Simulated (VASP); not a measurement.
Data:

```xyz
3
Lattice="3.7580 0.0000 0.0000 -1.8790 3.2545 0.0000 0.0000 0.0000 6.0805" Properties=species:S:1:pos:R:3 pbc="T T T"
Mg     3.7580     0.0000     0.0000
Br     0.0000     2.1697     1.4913
Br     1.8790     1.0848     4.5892
```

Method: LDA (Ceperley-Alder, Perdew-Zunger) with spin-orbit coupling, VASP's LDA PAW potentials (set 64) (plane waves; VASP). Run with 400 eV cut-off, 6×6×4 Γ-centred mesh, Gaussian smearing of 0.050 eV, potentials Mg Br.

Problem. Give the energies of bands 7 to 20 at the high-symmetry points, in eV from the valence-band maximum.

Solution. 
| band | Γ | M | K | A | L | H |
|---|---|---|---|---|---|---|
| 7 | -0.99 | -3.25 | -2.93 | -1.88 | -3.75 | -3.37 |
| 8 | -0.99 | -3.25 | -2.93 | -1.88 | -3.75 | -3.37 |
| 9 | -0.67 | -2.24 | -2.69 | -0.87 | -1.58 | -3.19 |
| 10 | -0.67 | -2.24 | -2.69 | -0.87 | -1.58 | -3.19 |
| 11 | -0.64 | -1.67 | -2.17 | -0.62 | -1.24 | -2.57 |
| 12 | -0.64 | -1.67 | -2.17 | -0.62 | -1.24 | -2.57 |
| 13 | -0.16 | -1.25 | -1.57 | -0.52 | -1.22 | -0.82 |
| 14 | -0.16 | -1.25 | -1.57 | -0.52 | -1.22 | -0.82 |
| 15 | 0.00 | -0.69 | -1.52 | -0.28 | -0.89 | -0.70 |
| 16 | 0.00 | -0.69 | -1.52 | -0.28 | -0.89 | -0.70 |
| 17 | 4.04 | 5.04 | 5.39 | 5.42 | 4.93 | 6.53 |
| 18 | 4.04 | 5.04 | 5.39 | 5.42 | 4.93 | 6.53 |
| 19 | 5.51 | 6.29 | 8.46 | 5.57 | 5.98 | 6.98 |
| 20 | 5.51 | 6.29 | 8.46 | 5.57 | 5.98 | 6.98 |

The gap is direct, 4.03 eV, from the valence maximum at Γ to the conduction minimum at Γ.

The structure comes from a computed database's MgBr2 entry (P-3m1); how it stands against other phases isn't given here. It was relaxed first, which changed the volume by -10 %.
